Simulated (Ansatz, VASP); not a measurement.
BiAu in VASP and in Ansatz

```
Au Bi
1.0
     0.00000    2.96974    2.96974
     2.96974    0.00000    2.96974
     2.96974    2.96974    0.00000
Au Bi
1 1
Direct
  0.50000 0.50000 0.50000
  0.97980 0.02020 0.02020
```

Alike in both runs: task single point; functional PBE; k mesh 10 × 10 × 10; occupations gaussian, width 0.05 eV; no spin polarisation.

|  | VASP | Ansatz |
| --- | --- | --- |
| version | VASP 6.6.1 | Ansatz 0.2.0 |
| potentials or method | VASP PAW PBE potentials, release 64 (Au, Bi_d) | scalar-relativistic, plane waves, PAW |
| plane-wave cutoff (eV) | 520 | 420 |
| valence electrons in the cell | 26 | 34 |

```csv
,VASP,Ansatz,Ansatz less VASP
gap on the k mesh at the Fermi level (eV),none,none,-
pressure (GPa),0.3,0.4,+0.12
largest component of the traceless stress (GPa),0.75,0.75,-0.003
rms of the force components (eV/Å),0.233,0.233,-0.0005
```

Atom by atom the forces differ by 0.000 eV/Å (rms over components). A gap of «none» marks a metal or a gap that the smearing closes. The two sets of potentials don't hold the same shells in valence.

Caveats: spin-orbit coupling is left out, which moves the levels of the heavy elements.
